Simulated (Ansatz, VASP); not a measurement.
# Cross-check of W (Tungsten) between VASP and Ansatz

Aim: how closely do two programs agree when they are given the same cell, functional and k mesh? The cell is taken from a series of VASP runs on this material, whose earlier steps may have relaxed, scaled or displaced it; both programs get it as it stands.

Method: plane waves, with VASP 6.6.1 beside it; relaxation of cell and atoms at r2SCAN with rVV10, in Ansatz 0.2.0.

## Step 1: The structure

It takes space group Im-3m (No. 229, cubic). Conventional cell: a = 3.165 Å, b = 3.165 Å, c = 3.165 Å, α = 90.00°, β = 90.00°, γ = 90.00°. Nearest to W lie 8 W at 2.74 Å.

## Step 2: VASP: relaxation of cell and atoms, r2SCAN with rVV10

The relaxed volume is the usual yardstick between codes: its relative difference is about their pressure difference at one cell divided by the bulk modulus.

Lines of VASP's logs that name or quote its potential files are left out, and so is its time.

File INCAR:

```
SYSTEM = W
PREC = Accurate
ENCUT = 450
EDIFF = 1E-06
NELM = 100
ISMEAR = 1
SIGMA = 0.1
LREAL = .FALSE.
ALGO = Normal
METAGGA = R2SCAN
LUSE_VDW = .TRUE.
IVDW_NL = 2
BPARAM = 11.95
CPARAM = 0.0093
LASPH = .TRUE.
NBANDS = 9
LORBIT = 11
LWAVE = .FALSE.
LCHARG = .FALSE.
KPAR = 2
IBRION = 2
NSW = 50
ISIF = 3
EDIFFG = -0.01
```

File POSCAR:

```
W
1.0
   -1.5823450000      1.5823450000      1.5823450000
    1.5823450000     -1.5823450000      1.5823450000
    1.5823450000      1.5823450000     -1.5823450000
W
1
Direct
    0.0000000000      0.0000000000      0.0000000000
```

File KPOINTS:

```
Automatic mesh
0
Gamma
12 12 12
0 0 0
```

PAW data sets: W (PBE family, release 64).

Started as:

```bash
> mpirun -np 2 vasp_std
```

Numbers of over 12 decimals in the logs are rounded to 6 here.

What it wrote:

```text
[banner, memory and clock lines left out]
running    2 mpi-ranks, on    1 nodes
 distrk:  each k-point on    1 cores,    2 groups
 distr:  one band on    1 cores,    1 groups

 POSCAR found type information on POSCAR W
 POSCAR found :  1 types and       1 ions
|                                                                             |
|               ----> ADVICE to this user running VASP <----                  |
|                                                                             |
|     You have switched on vdW-DFT.                                           |
|     This routine was written and supplied by Jiri Klimes. We recommend      |
|     that you carefully read and cite the following publications:            |
|       J. Klimes, D.R. Bowler, A. Michelides                                 |
|          J. Phys.: Cond Matt. 22 022201 (2010)                              |
|       J. Klimes, D.R. Bowler, A. Michelides                                 |
|          Phys. Rev. B. 83, 195131 (2011)                                    |
|     and references therein.                                                 |
|                                                                             |

|                                                                             |
|               ----> ADVICE to this user running VASP <----                  |
|                                                                             |
|     You enforced a specific xc type in the INCAR file but a different       |
|     [... a line on the potential file left out ...]
|     I HOPE YOU KNOW WHAT YOU ARE DOING!                                     |
|                                                                             |

 LDA part: xc-table for (None), standard interpolation
 POSCAR, INCAR and KPOINTS ok, starting setup
 FFT: planning ... GRIDC
 FFT: planning ... GRID_SOFT
 FFT: planning ... GRID
 WAVECAR not read
 entering main loop
       N       E                     dE             d eps       ncg     rms          rms(c)
Total rVV10 correction in eV:      0.1143732    10.6728128
Total rVV10 correction in eV:      0.1143732    10.6728128
DAV:   1    -0.304497893268E+02   -0.30450E+02   -0.28646E+03  1312   0.532E+02
DAV:   2    -0.509568862553E+02   -0.20507E+02   -0.19760E+02  1509   0.130E+02
DAV:   3    -0.513856648208E+02   -0.42878E+00   -0.42798E+00  1542   0.150E+01
DAV:   4    -0.513866458421E+02   -0.98102E-03   -0.98096E-03  1518   0.779E-01
DAV:   5    -0.513866484269E+02   -0.25849E-05   -0.25859E-05  1454   0.358E-02    0.180E+01
Total rVV10 correction in eV:      0.1020588    10.6728129
Total rVV10 correction in eV:      0.1020588    10.6728129
DAV:   6    -0.514942684812E+02   -0.10762E+00   -0.12077E-01  1475   0.238E+00    0.106E+01
Total rVV10 correction in eV:      0.0871043    10.6728129
Total rVV10 correction in eV:      0.0871043    10.6728129
DAV:   7    -0.513862632296E+02    0.10801E+00   -0.46205E-01  1562   0.446E+00    0.181E+00
Total rVV10 correction in eV:      0.0875795    10.6728129
Total rVV10 correction in eV:      0.0875795    10.6728129
DAV:   8    -0.513850617646E+02    0.12015E-02   -0.39729E-03  1409   0.587E-01    0.121E+00
Total rVV10 correction in eV:      0.0883050    10.6728129
Total rVV10 correction in eV:      0.0883050    10.6728129
DAV:   9    -0.513851314015E+02   -0.69637E-04   -0.25445E-03  1390   0.321E-01    0.498E-01
Total rVV10 correction in eV:      0.0886630    10.6728129
Total rVV10 correction in eV:      0.0886630    10.6728129
DAV:  10    -0.513854368296E+02   -0.30543E-03   -0.77068E-04  1436   0.165E-01    0.134E-01
Total rVV10 correction in eV:      0.0887216    10.6728129
Total rVV10 correction in eV:      0.0887216    10.6728129
DAV:  11    -0.513853924055E+02    0.44424E-04   -0.12759E-05  1372   0.275E-02    0.548E-02
Total rVV10 correction in eV:      0.0887137    10.6728129
Total rVV10 correction in eV:      0.0887137    10.6728129
DAV:  12    -0.513853912960E+02    0.11095E-05   -0.60340E-07  1031   0.649E-03    0.526E-02
Total rVV10 correction in eV:      0.0887376    10.6728129
Total rVV10 correction in eV:      0.0887376    10.6728129
DAV:  13    -0.513853888988E+02    0.23972E-05   -0.20393E-06   810   0.791E-03    0.235E-03
Total rVV10 correction in eV:      0.0887389    10.6728129
Total rVV10 correction in eV:      0.0887389    10.6728129
DAV:  14    -0.513853888518E+02    0.47046E-07   -0.10244E-07   674   0.361E-03
Total rVV10 correction in eV:      0.0887431    10.6728129
Total rVV10 correction in eV:      0.0887431    10.6728129
Total rVV10 correction in eV:      0.0887413    10.6728129
Total rVV10 correction in eV:      0.0887413    10.6728129
   1 F= -.51385389E+02 E0= -.51385352E+02  d E =-.513854E+02
 curvature:   0.00 expect dE= 0.000E+00 dE for cont linesearch  0.000E+00
 trial: gam= 0.00000 g(F)=  0.257E-64 g(S)=  0.154E-01 ort = 0.000E+00 (trialstep = 0.100E+01)
 search vector abs. value=  0.154E-01
 bond charge predicted
       N       E                     dE             d eps       ncg     rms          rms(c)
Total rVV10 correction in eV:      0.0861151    10.6728129
Total rVV10 correction in eV:      0.0861151    10.6728129
DAV:   1    -0.513683760802E+02    0.17013E-01   -0.72757E-01  1299   0.654E+00    0.249E+00
Total rVV10 correction in eV:      0.0849662    10.6728128
Total rVV10 correction in eV:      0.0849662    10.6728128
DAV:   2    -0.513663670154E+02    0.20091E-02   -0.59552E-03  1505   0.572E-01    0.127E+00
Total rVV10 correction in eV:      0.0838592    10.6728128
Total rVV10 correction in eV:      0.0838592    10.6728128
DAV:   3    -0.513640993438E+02    0.22677E-02   -0.56031E-03  1790   0.441E-01    0.655E-02
Total rVV10 correction in eV:      0.0838373    10.6728128
Total rVV10 correction in eV:      0.0838373    10.6728128
DAV:   4    -0.513640836854E+02    0.15658E-04   -0.30746E-05  1354   0.502E-02    0.798E-02
Total rVV10 correction in eV:      0.0841686    10.6728128
Total rVV10 correction in eV:      0.0841686    10.6728128
DAV:   5    -0.513641739680E+02   -0.90283E-04   -0.21188E-04  1488   0.984E-02    0.135E-01
Total rVV10 correction in eV:      0.0840991    10.6728128
Total rVV10 correction in eV:      0.0840991    10.6728128
DAV:   6    -0.513641627372E+02    0.11231E-04   -0.15816E-05  1614   0.261E-02    0.609E-02
Total rVV10 correction in eV:      0.0840705    10.6728128
Total rVV10 correction in eV:      0.0840705    10.6728128
DAV:   7    -0.513641636363E+02   -0.89909E-06   -0.19763E-06  1251   0.997E-03
Total rVV10 correction in eV:      0.0840397    10.6728128
Total rVV10 correction in eV:      0.0840397    10.6728128
Total rVV10 correction in eV:      0.0840547    10.6728128
Total rVV10 correction in eV:      0.0840547    10.6728128
   2 F= -.51364164E+02 E0= -.51363790E+02  d E =0.212252E-01
 trial-energy change:    0.021225  1 .order    0.021448   -0.015383    0.058278
 step:   0.2119(harm=  0.2088)  dis= 0.00000  next Energy=   -51.387020 (dE=-0.163E-02)
 bond charge predicted
       N       E                     dE             d eps       ncg     rms          rms(c)
Total rVV10 correction in eV:      0.0861157    10.6728128
Total rVV10 correction in eV:      0.0861157    10.6728128
DAV:   1    -0.513887581891E+02   -0.24595E-01   -0.43899E-01  1298   0.492E+00    0.197E+00
Total rVV10 correction in eV:      0.0870212    10.6728129
Total rVV10 correction in eV:      0.0870212    10.6728129
DAV:   2    -0.513882873574E+02    0.47083E-03   -0.44076E-03  1535   0.503E-01    0.986E-01
Total rVV10 correction in eV:      0.0878155    10.6728129
Total rVV10 correction in eV:      0.0878155    10.6728129
DAV:   3    -0.513870250705E+02    0.12623E-02   -0.30371E-03  1785   0.318E-01    0.903E-02
Total rVV10 correction in eV:      0.0877688    10.6728129
Total rVV10 correction in eV:      0.0877688    10.6728129
DAV:   4    -0.513870725574E+02   -0.47487E-04   -0.48438E-05  1495   0.440E-02    0.129E-02
Total rVV10 correction in eV:      0.0877165    10.6728129
Total rVV10 correction in eV:      0.0877165    10.6728129
DAV:   5    -0.513870784553E+02   -0.58979E-05   -0.61480E-06  1567   0.178E-02    0.305E-03
Total rVV10 correction in eV:      0.0877102    10.6728129
Total rVV10 correction in eV:      0.0877102    10.6728129
DAV:   6    -0.513870789143E+02   -0.45894E-06   -0.29198E-07   672   0.277E-03
Total rVV10 correction in eV:      0.0877172    10.6728129
Total rVV10 correction in eV:      0.0877172    10.6728129
Total rVV10 correction in eV:      0.0877158    10.6728129
Total rVV10 correction in eV:      0.0877158    10.6728129
   3 F= -.51387079E+02 E0= -.51386956E+02  d E =-.169006E-02
 curvature:  -0.10 expect dE=-0.197E-06 dE for cont linesearch -0.197E-06
 trial: gam=-0.01096 g(F)=  0.293E-63 g(S)=  0.189E-05 ort = 0.170E-03 (trialstep = 0.842E+00)
 search vector abs. value=  0.332E-09
 reached required accuracy - stopping structural energy minimisation
```

Parts of OUTCAR (step 2):

```text
ion  position               nearest neighbor table
   1  0.000  0.000  0.000-

  LATTYP: Found a body centered cubic cell.
 ALAT       =     3.1646900000

 Subroutine GETGRP returns: Found 48 space group operations
 (whereof 48 operations were pure point group operations)

The static configuration has the point symmetry O_h .

 Found     72 irreducible k-points:

   k-points           NKPTS =     72   k-points in BZ     NKDIM =     72   number of bands    NBANDS=      9

   dimension x,y,z NGX =    20 NGY =   20 NGZ =   20
   dimension x,y,z NGXF=    40 NGYF=   40 NGZF=   40

   ENCUT  =  450.0 eV  33.07 Ry    5.75 a.u.   4.74  4.74  4.74*2*pi/ulx,y,z

   NELECT =       6.0000    total number of electrons

 k-points in reciprocal lattice and weights: Automatic mesh
   0.00000000  0.00000000  0.00000000       0.001
   0.08333333  0.00000000  0.00000000       0.007
   0.16666667  0.00000000  0.00000000       0.007
   0.25000000  0.00000000  0.00000000       0.007
   0.33333333  0.00000000  0.00000000       0.007
   0.41666667  0.00000000  0.00000000       0.007
   0.50000000  0.00000000  0.00000000       0.003
   0.08333333  0.08333333  0.00000000       0.014
   0.16666667  0.08333333  0.00000000       0.028
[...]
0.50000000  0.50000000  0.41666667       0.007
   0.50000000  0.50000000  0.50000000       0.001

 average (electrostatic) potential at core
       1 -43.5178

 E-fermi :   7.6064

 k-point     1 :       0.0000    0.0000    0.0000
  band No.  band energies     occupation
      1      -2.4118      2.00000
      2       6.4232      2.00000
      3       6.4232      2.00000
      4       6.4232      2.00000
      5      10.2879      0.00000
      6      10.2879      0.00000
      7      23.7353      0.00000
      8      23.7353      0.00000
      9      23.7353      0.00000

 k-point     2 :       0.0833    0.0000    0.0000
  band No.  band energies     occupation
      1      -2.0680      2.00000
      2       6.2117      2.00000
      3       6.3687      2.00000
      4       6.7652      2.00000
      5       9.9686      0.00000
      6      10.2915      0.00000
      7      24.0200      0.00000
      8      24.3361      0.00000
      9      24.5453      0.00000

 k-point     3 :       0.1667    0.0000    0.0000
  band No.  band energies     occupation
      1      -1.1211      2.00000
      2       5.6790      2.00000
      3       6.1094      2.00000
      4       7.7652     -0.04717
      5       9.5308     -0.00000
      6      10.3361      0.00000
      7      24.4596      0.00000
      8      26.0241      0.00000
    ...

  Total       -0.0036132     -0.0036132     -0.0036132      0.0000000     -0.0000000     -0.0000000
  in kB       -0.3689714     -0.3689714     -0.3689714      0.0000000     -0.0000000     -0.0000000
  external PRESSURE =      -0.3689714 kB  Pullay stress =       0.0000000 kB

  energy-cutoff  :      450.00
  volume of cell :       15.69
      direct lattice vectors                 reciprocal lattice vectors
    -1.577072508  1.577072508  1.577072508     0.000000000  0.317043127  0.317043127
     1.577072508 -1.577072508  1.577072508     0.317043127  0.000000000  0.317043127
     1.577072508  1.577072508 -1.577072508     0.317043127  0.317043127  0.000000000

 POSITION                                       TOTAL-FORCE (eV/Angst)
 -----------------------------------------------------------------------------------
      0.00000      0.00000     -0.00000        -0.000000      0.000000     -0.000000
 -----------------------------------------------------------------------------------
    total drift:                                0.000000      0.000000      0.000000

  FREE ENERGIE OF THE ION-ELECTRON SYSTEM (eV)
  ---------------------------------------------------
  free  energy   TOTEN  =       -51.3870789143 eV

  energy  without entropy=      -51.3867099049  energy(sigma->0) =      -51.38695591

 reached required accuracy - stopping structural energy minimisation

 total charge
# of ion       s       p       d       tot
------------------------------------------
    1        0.660   0.760   4.170   5.590

[... 3 further parts left out ...]
```

(Part 1 of 2 ends here.)

[Lines on the potential files, build, host, timing and source positions are cut from VASP's logs without a mark.]

[Logs are printed without paths, hosts, clocks, repeated set-up lines and the standing remarks that a program may print on its own settings, such as how far it seeks lower states.]

[Hosts, paths, dates, database ids (printed as entryN), source tags and the programs' standing remarks are cut or masked in the printed files.]
